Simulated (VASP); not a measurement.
# NiGe2O3 (P-4m2) in VASP: relaxation of cell and atoms with PBE

Aim: the relaxation of cell and atoms of NiGe2O3 with PBE.

All numbers are computed with VASP 6.6.1; they aren't measurements. Logs are shortened: lines on timing, memory, paths and dates and some standing lists are left out, and cuts for length are marked.

### 1 Starting point

It takes space group P-4m2 (No. 115, tetragonal). Conventional cell: a = 3.179 Å, b = 3.179 Å, c = 6.967 Å, α = 90.00°, β = 90.00°, γ = 90.00°. Ni (site symmetry -4m2) is surrounded by 4 O at 2.25 Å and 4 Ge at 2.44 Å. Ge (site symmetry 2mm) is surrounded by 7 O at 2.39 to 2.45 Å and 2 Ni at 2.44 Å. Around O (site symmetry -4m2) lie 4 Ni at 2.25 Å and 4 Ge at 2.44 Å. O (site symmetry 2mm) is surrounded by 5 Ge at 2.39 to 2.45 Å.

The cell was built by a generator and needn't be a form met in nature.

### 2 Relaxation of cell and atoms, PBE, collinear spin, ferromagnetic start

INCAR reads:

```
SYSTEM = NiGe2O3
  ALGO = Fast
  EDIFF = 1E-4
  EDIFFG = -0.08
  ENCUT = 520
  GGA = PE
  IBRION = 2
  ISIF = 3
  ISMEAR = 0
  ISPIN = 2
  LASPH = .TRUE.
  LCHARG = .FALSE.
  LMAXMIX = 4
  LORBIT = 11
  LREAL = .FALSE.
  LWAVE = .FALSE.
  MAGMOM = 1 0 0 0 0 0
  NELM = 60
  NSW = 24
  PREC = Normal
  SIGMA = 0.15
```

KPOINTS reads:

```
k-points
0
G
  4 4 2
  0 0 0
```

POSCAR reads:

```
NiGe2O3
1.0
    3.1787457800      0.0000000000      0.0000000000
    0.0000000000      3.1787457800      0.0000000000
    0.0000000000      0.0000000000      6.9666373800
Ni Ge O
1 2 3
Direct
    0.0000000000      0.0000000000      0.0000000000
    0.0000000000      0.5000000000      0.7340000300
    0.5000000000      0.0000000000      0.2659999700
    0.5000000000      0.5000000000      0.0000000000
    0.0000000000      0.5000000000      0.3820000000
    0.5000000000      0.0000000000      0.6180000000
```

Potentials or basis: VASP PAW PBE potentials, release 64 (Ni, Ge_d, O).

Run with:

```bash
$ cat potpaw_PBE.64/Ni/POTCAR potpaw_PBE.64/Ge_d/POTCAR potpaw_PBE.64/O/POTCAR > POTCAR
$ mpirun -np 1 vasp_std > vasp.out
```

OUTCAR:

```text
SYSTEM = NiGe2O3
   EDIFF = 1E-4
   EDIFFG = -0.08
   ENCUT = 520
   GGA = PE
   IBRION = 2
   ISIF = 3
   ISMEAR = 0
   ISPIN = 2
   LASPH = .TRUE.
   LORBIT = 11
   LREAL = .FALSE.
   NELM = 60
   NSW = 24
   PREC = Normal

 ion  position               nearest neighbor table
   1  0.000  0.000  0.000-   4 2.25   4 2.25   4 2.25   4 2.25   3 2.44   3 2.44   2 2.44   2 2.44

   2  0.000  0.500  0.734-   6 2.39   6 2.39   6 2.39   6 2.39   4 2.44   4 2.44   1 2.44   1 2.44

   3  0.500  0.000  0.266-   5 2.39   5 2.39   5 2.39   5 2.39   4 2.44   1 2.44   1 2.44   4 2.44

   4  0.500  0.500  0.000-   1 2.25   1 2.25   1 2.25   1 2.25   3 2.44   3 2.44   2 2.44   2 2.44

   5  0.000  0.500  0.382-   3 2.39   3 2.39   3 2.39   3 2.39
   6  0.500  0.000  0.618-   2 2.39   2 2.39   2 2.39   2 2.39

  LATTYP: Found a simple tetragonal cell.
 ALAT       =     3.1787457800
 C/A-ratio  =     2.1916308702

  Lattice vectors:

 A1 = (   3.1787457800,   0.0000000000,   0.0000000000)
 A2 = (   0.0000000000,   3.1787457800,   0.0000000000)
 A3 = (   0.0000000000,   0.0000000000,   6.9666373800)

Analysis of symmetry for initial positions (statically):
=====================================================================
 Subroutine PRICEL returns:
 Original cell was already a primitive cell.

 Routine SETGRP: Setting up the symmetry group for a
 simple tetragonal supercell.

 Subroutine GETGRP returns: Found  8 space group operations
 (whereof  8 operations were pure point group operations)
 out of a pool of 16 trial point group operations.

The static configuration has the point symmetry D_2d.

Analysis of symmetry for dynamics (positions and initial velocities):
=====================================================================
 Subroutine PRICEL returns:
 Original cell was already a primitive cell.

 Routine SETGRP: Setting up the symmetry group for a
 simple tetragonal supercell.

 Subroutine GETGRP returns: Found  8 space group operations
 (whereof  8 operations were pure point group operations)
 out of a pool of 16 trial point group operations.

The dynamic configuration has the point symmetry D_2d.

Analysis of structural, dynamic, and magnetic symmetry:
=====================================================================
 Subroutine PRICEL returns:
 Original cell was already a primitive cell.

 Routine SETGRP: Setting up the symmetry group for a
 simple tetragonal supercell.

 Subroutine GETGRP returns: Found  8 space group operations
 (whereof  8 operations were pure point group operations)
 out of a pool of 16 trial point group operations.

The overall configuration has the point symmetry D_2d.

 Subroutine INISYM returns: Found  8 space group operations
 (whereof  8 operations are pure point group operations),
 and found     1 'primitive' translations

----------------------------------------------------------------------------------------

                                     Primitive cell

  volume of cell :      70.3939

  direct lattice vectors                    reciprocal lattice vectors
     3.178745780  0.000000000  0.000000000     0.314589486  0.000000000  0.000000000
     0.000000000  3.178745780  0.000000000     0.000000000  0.314589486  0.000000000
     0.000000000  0.000000000  6.966637380     0.000000000  0.000000000  0.143541273

  length of vectors
     3.178745780  3.178745780  6.966637380     0.314589486  0.314589486  0.143541273

  position of ions in fractional coordinates (direct lattice)
     0.000000000  0.000000000  0.000000000
     0.000000000  0.500000000  0.734000030
     0.500000000  0.000000000  0.265999970
     0.500000000  0.500000000  0.000000000
     0.000000000  0.500000000  0.382000000
     0.500000000  0.000000000  0.618000000

  ion indices of the primitive-cell ions
[... 39 lines left out ...]
  0.250000  0.250000  0.000000      4.000000
  0.500000  0.250000  0.000000      4.000000
  0.500000  0.500000  0.000000      1.000000
  0.000000  0.000000  0.500000      1.000000
  0.250000  0.000000  0.500000      4.000000
  0.500000  0.000000  0.500000      2.000000
  0.250000  0.250000  0.500000      4.000000
  0.500000  0.250000  0.500000      4.000000
  0.500000  0.500000  0.500000      1.000000
   k-points           NKPTS =     12   k-points in BZ     NKDIM =     12   number of bands    NBANDS=     34
   number of dos      NEDOS =    301   number of ions     NIONS =      6
   total plane-waves  NPLWV =  12960
   dimension x,y,z NGX =    18 NGY =   18 NGZ =   40
   dimension x,y,z NGXF=    36 NGYF=   36 NGZF=   80
   ions per type =               1   2   3
   NGX,Y,Z   is equivalent  to a cutoff of   9.41,  9.41,  9.55 a.u.
   NGXF,Y,Z  is equivalent  to a cutoff of  18.83, 18.83, 19.09 a.u.
 SYSTEM =  NiGe2O3
   PREC   = normal    normal or accurate (medium, high low for compatibility)
   ISTART =      0    job   : 0-new  1-cont  2-samecut
   ICHARG =      2    charge: 1-file 2-atom 10-const
   ISPIN  =      2    spin polarized calculation?
   LNONCOLLINEAR =      F non collinear calculations
   LSORBIT =      F    spin-orbit coupling
   LASPH  =      T    aspherical Exc in radial PAW
   ENCUT  =  520.0 eV  38.22 Ry    6.18 a.u.   5.91  5.91 12.95*2*pi/ulx,y,z
   NELM   =     60;   NELMIN=  2; NELMDL= -5     # of ELM steps
   EDIFF  = 0.1E-03   stopping-criterion for ELM
   LREAL  =      F    real-space projection
   EDIFFG = -.8E-01   stopping-criterion for IOM
   NSW    =     24    number of steps for IOM
   IBRION =      2    ionic relax: 0-MD 1-quasi-New 2-CG
   NFREE  =      1    steps in history (QN), initial steepest desc. (CG)
   ISIF   =      3    stress and relaxation
   ISYM   =      2    0-nonsym 1-usesym 2-fastsym
   POTIM  = 0.5000    time-step for ionic-motion
   TEBEG  =    0.0;   TEEND  =   0.0 temperature during run
   PSTRESS=    0.0 pullay stress
   NELECT =      56.0000    total number of electrons
   NUPDOWN=      -1.0000    fix difference up-down
   EMIN   =  10.00;   EMAX   =-10.00  energy-range for DOS
   EFERMI =   0.00;   METHOD = LEGACY
   ISMEAR =     0;   SIGMA  =   0.15  broadening in eV -4-tet -1-fermi 0-gaus
   EFERMI_NEDOS =   21; number of points for ismear=-14 and -15
   IALGO  =     68    algorithm
   IMIX   =      4    mixing-type and parameters
     AMIX     =   0.40;   BMIX     =  1.00
     AMIX_MAG =   1.60;   BMIX_MAG =  1.00
  volume/ion in A,a.u.               =      11.73        79.17
  Fermi-wavevector in a.u.,A,eV,Ry     =   1.516908  2.866540 31.307140  2.301010
  Thomas-Fermi vector in A             =   2.626235
   LORBIT       =     11    0 simple, 1 ext, 2 COOP (PROOUT), +10 PAW based schemes
   GGA     = PE    functional components
   LHFCALC =     F    Hartree Fock is set to
   AEXX    =    0.0000 exact exchange contribution
   IVDW    =     0    specifies the selected vdW correction
   LEPSILON=     F    determine dielectric tensor
   LRPA    =     F    only Hartree local field effects (RPA)
 conjugate gradient relaxation of ions
 spin polarized calculation
 RMM-DIIS sequential band-by-band and
 Gauss-broadening in eV      SIGMA  =   0.15
  energy-cutoff  :      520.00
  volume of cell :       70.39
 maximum number of plane-waves:      1914
   NGX = 11   NGY = 11   NGZ = 25

--------------------------------------- Ionic step        1  -------------------------------------------

 number of electron      56.0000233 magnetization       0.8288748

 Free energy of the ion-electron system (eV)
  ---------------------------------------------------
  ext. energy  EPLUGINS =         0.00000000
  ---------------------------------------------------
  free energy    TOTEN  =       -31.10648339 eV

  energy without entropy =      -31.05632458  energy(sigma->0) =      -31.08140399

------------------------ aborting loop because EDIFF is reached ----------------------------------------

  FORCE on cell =-STRESS in cart. coord.  units (eV):
  Direction    XX          YY          ZZ          XY          YZ          ZX
  --------------------------------------------------------------------------------------
  -------------------------------------------------------------------------------------
  Total       -5.0518838     -5.0518838     -1.3376297      0.0000000      0.0000000      0.0000000
  in kB     -114.9818094   -114.9818094    -30.4446996      0.0000000      0.0000000      0.0000000
  external PRESSURE =     -86.8027728 kB  Pullay stress =       0.0000000 kB
[... 101 lines left out ...]
  FREE ENERGIE OF THE ION-ELECTRON SYSTEM (eV)
  ---------------------------------------------------
  free  energy   TOTEN  =       -32.2934555848 eV

  energy  without entropy=      -32.2486383146  energy(sigma->0) =      -32.27104695

[... ionic steps 4 to 20 ...]

--------------------------------------- Ionic step       21  -------------------------------------------

 number of electron      55.9999825 magnetization       1.7018685

------------------------ aborting loop because EDIFF is reached ----------------------------------------
[... 75 lines left out ...]
--------------------------------------- Ionic step       23  -------------------------------------------

 number of electron      55.9999824 magnetization       1.7026829

 Free energy of the ion-electron system (eV)
  ---------------------------------------------------
  ext. energy  EPLUGINS =         0.00000000
  ---------------------------------------------------
  free energy    TOTEN  =       -33.06246460 eV

  energy without entropy =      -33.01571417  energy(sigma->0) =      -33.03908938

 E-fermi :   5.8104     XC(G=0): -11.5122

 val. band max:        5.8084174970   @ k =   0.2500   0.0000   0.5000
 cond. band min:       5.8135773784   @ k =   0.0000   0.0000   0.5000
 fundamental gap:      0.0051598814
 Fermi energy:         5.8103627175

 spin component 1

 k-point     1 :       0.0000    0.0000    0.0000
  band No.  band energies     occupation
      1     -18.7397      1.00000
      2     -18.7332      1.00000
      3     -18.6912      1.00000
      4     -18.6354      1.00000
      5     -18.6310      1.00000
      6     -18.6071      1.00000
[... 433 lines left out ...]
     33      10.7913      0.00000
     34      11.7402      0.00000
 Fermi energy:         5.8103627175

 spin component 2

 k-point     1 :       0.0000    0.0000    0.0000
  band No.  band energies     occupation
      1     -18.7315      1.00000
      2     -18.7248      1.00000
      3     -18.6815      1.00000
      4     -18.6281      1.00000
      5     -18.6237      1.00000
      6     -18.5983      1.00000
[... 466 lines left out ...]
  FREE ENERGIE OF THE ION-ELECTRON SYSTEM (eV)
  ---------------------------------------------------
  free  energy   TOTEN  =       -33.0624645971 eV

  energy  without entropy=      -33.0157141674  energy(sigma->0) =      -33.03908938

 reached required accuracy - stopping structural energy minimisation

 total charge

# of ion       s       p       d       tot
------------------------------------------
    1        0.307   0.286   8.220   8.812
    2        1.309   0.729  10.105  12.143
    3        1.309   0.729  10.105  12.143
    4        1.574   3.298   0.000   4.872
    5        1.590   3.414   0.000   5.004
    6        1.590   3.414   0.000   5.004
--------------------------------------------------
tot          7.678  11.869  28.431  47.977

 magnetization (x)

# of ion       s       p       d       tot
------------------------------------------
    1        0.010   0.007   1.204   1.220
    2        0.025   0.002  -0.001   0.026
    3        0.025   0.002  -0.001   0.026
    4        0.017   0.283   0.000   0.299
    5        0.001   0.038   0.000   0.039
    6        0.001   0.038   0.000   0.039
--------------------------------------------------
tot          0.078   0.370   1.202   1.650
```

Run time: 11 min. Hardware: 1 thread of Intel Xeon Platinum 8259CL at 2.50GHz (Skylake/Cascade Lake), shared host; peak memory 0.18 GiB.

What came out:

```yaml
Free_energy: -33.0625 eV
Relaxed_volume: 12.01 Å³/atom
Relaxed_cell: a = 3.013 Å, b = 3.013 Å, c = 7.942 Å, α = 90.00°, β = 90.00°, γ = 90.00°
Space_group_after_relaxing_to_0.05_Å: P-4m2 (No. 115)
Energy_gained_by_relaxing: 326.0 meV/atom
Ionic_steps: 23
Pressure_after_relaxing: 0.5 GPa
Largest_force_after_relaxing: 0.076 eV/Å
Band_gap_on_the_k_mesh: none (metal or under the smearing width)
Net_moment: 1.70 μB per cell
Site_moments: Ni +1.22; Ge +0.03; O +0.30, +0.04 μB
Valence_electrons_inside_the_program's_atomic_spheres: Ni 8.81; Ge 12.14; O 4.87, 5.00
```

Forces on the atoms (eV/Å):
```
Ni   0.000  0.000  0.000
Ge   0.000  0.000 -0.076
Ge   0.000  0.000  0.076
O    0.000  0.000  0.000
O    0.000  0.000  0.013
O    0.000  0.000 -0.013
```

The path:
| step | energy change (eV) | largest force (eV/Å) | pressure (GPa) | volume (Å³) |
| --- | --- | --- | --- | --- |
| 1 | 0.0000 | 3.4715 | -8.68 | 70.39 |
| 2 | -1.1187 | 1.7757 | 4.27 | 64.09 |
| 3 | -1.1870 | 1.1181 | 8.80 | 62.45 |
| 4 | -1.5327 | 0.8471 | 1.77 | 66.39 |
| 5 | -1.6132 | 0.9755 | -0.96 | 69.17 |
| 6 | -1.6216 | 1.0271 | -2.14 | 70.30 |
| 7 | -1.7822 | 0.8965 | 0.88 | 69.88 |
| 8 | -1.8757 | 0.7094 | 5.32 | 69.30 |
| 9 | -1.9392 | 0.2553 | 1.96 | 71.21 |
| 10 | -1.9407 | 0.3538 | 0.68 | 71.54 |
| 11 | -1.9406 | 0.3191 | 2.34 | 71.44 |
| 12 | -1.9407 | 0.3413 | 1.39 | 71.50 |
| 13 | -1.9527 | 0.1276 | -0.10 | 72.05 |
| 14 | -1.9542 | 0.1240 | -0.18 | 72.21 |
| 15 | -1.9550 | 0.1889 | -1.44 | 72.53 |
| 16 | -1.9549 | 0.1304 | 0.15 | 72.34 |
| 17 | -1.9551 | 0.1635 | -0.98 | 72.43 |
| 18 | -1.9551 | 0.1444 | -0.24 | 72.40 |
| 19 | -1.9552 | 0.1596 | -1.20 | 72.41 |
| 20 | -1.9550 | 0.0241 | 1.73 | 71.80 |
| 21 | -1.9560 | 0.0950 | -0.56 | 72.14 |
| 22 | -1.9559 | 0.0327 | 1.55 | 72.01 |
| 23 | -1.9560 | 0.0756 | 0.52 | 72.08 |

Final structure:
```xyz
6
Lattice="3.0126 0.0000 0.0000 0.0000 3.0126 0.0000 0.0000 0.0000 7.9420" Properties=species:S:1:pos:R:3 pbc="T T T"
Ni    0.0000    0.0000    0.0000
Ge    0.0000    1.5063    5.2846
Ge    1.5063    0.0000    2.6573
O     1.5063    1.5063    0.0000
O     0.0000    1.5063    3.2546
O     1.5063    0.0000    4.6874
```

Caveat: the k mesh is coarse (spacing up to 0.49 Å⁻¹), so the values aren't converged; a cell with one magnetic atom can't hold antiferromagnetic order, which such compounds often take; semilocal functionals often make such compounds metallic where correlation or magnetic order opens a gap, which also shifts bond lengths; the relaxation stopped at a loose force limit of 0.08 eV/Å, so its end isn't a converged minimum. With open d or f shells a metallic result of PBE can be an artefact of self-interaction; +U or a hybrid may open a gap.
